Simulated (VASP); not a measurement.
Here is the system:

```xyz
3
Lattice="0.0000 2.5592 2.5592 2.5592 0.0000 2.5592 2.5592 2.5592 0.0000" Properties=species:S:1:pos:R:3 pbc="T T T"
Zr     0.0000     0.0000     0.0000
O      1.2796     1.2796     1.2796
O      3.8388     3.8388     3.8388
```

Method: PBE GGA, VASP's PBE PAW potentials (set 64) (plane waves; VASP). Numerical set-up: 520 eV cut-off, Gaussian smearing of 0.050 eV, potentials Zr_sv O.

Task: Predict the band gap (along the path) with the smallest direct gap where there is one.

Result: 
```
Quantity                               Result
------------------------------------  -------
band gap (along the path)             3.31 eV
smallest direct gap (along the path)  3.74 eV
```

Total energies compare only between runs with the same potentials, cut-off and functional.

The compound is ZrO2 in the fluorite structure, the high-temperature cubic form, which is unstable at 0 K; the monoclinic form is the stable one. It was relaxed first.
